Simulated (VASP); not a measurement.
**GaN: band gap against strain**

GaN (wurtzite, P6_3mc, 11.359 Å³/atom and stress up to 0.25 GPa in the relaxed cell, c along z) under an equal strain ε along x and y, with z held. PBEsol in VASP (plane waves, PAW), 600 eV, 12×12×6 Γ-centred mesh, Gaussian smearing 0.05 eV; ions are relaxed, or left where forces stay under 0.02 eV/Å, within the symmetry of each cell. Gaps are the smallest on the run's k-mesh, which can miss an edge that lies off it, without spin-orbit coupling; in all rows the valence edge lies at Γ and the conduction edge at Γ.

Here s stands for strain and Eg for gap.

```csv
strain (%),gap (eV)
-3.00,?
-1.50,2.041
-1.00,1.998
-0.50,1.952
0.00,1.906
```

The 4 complete rows are fitted with a straight line, Eg against s. Means: s -0.75000, Eg 1.9742. About the means, the sum of products is -0.11275 and the sum of squares of s is 1.2500; the slope is their ratio. Least squares gives Eg = 1.9066 - 0.09020·s. Residuals (row less fit): -0.0009, 0.0012, 0.0003, -0.0006; standard error 0.0012 (degrees of freedom: 2). Over these rows the gap moves by -9.0 ± 0.1 eV per unit strain.

Task: Estimate the missing Eg (s = -3.00); what did the run itself give?

Result: Eg = 1.9066 - 0.09020 × (-3.0) = 2.1772 eV. The calculation gives 2.157 eV, 0.0202 eV below the prediction (8.0 % of the range of Eg in the table). The row lies outside the fitted rows, so this is an extrapolation. From the scatter of the fitted rows alone, a prediction at this place has a standard error of 0.0027 eV, so the miss is 7.5 times that.

A polynomial of degree 2 through the 6 other runs of the series gives 2.158 there, so most of the miss is curvature that the fit leaves out. Rows are the converged runs of the series near zero and its far end; series whose fitted rows scatter by over a few per cent of the range, as at a crossing or softening among them, aren't shown in this form, nor equations of state whose B0' disagrees with the runs' pressures. Most that stay on the fit to the last digits aren't either.
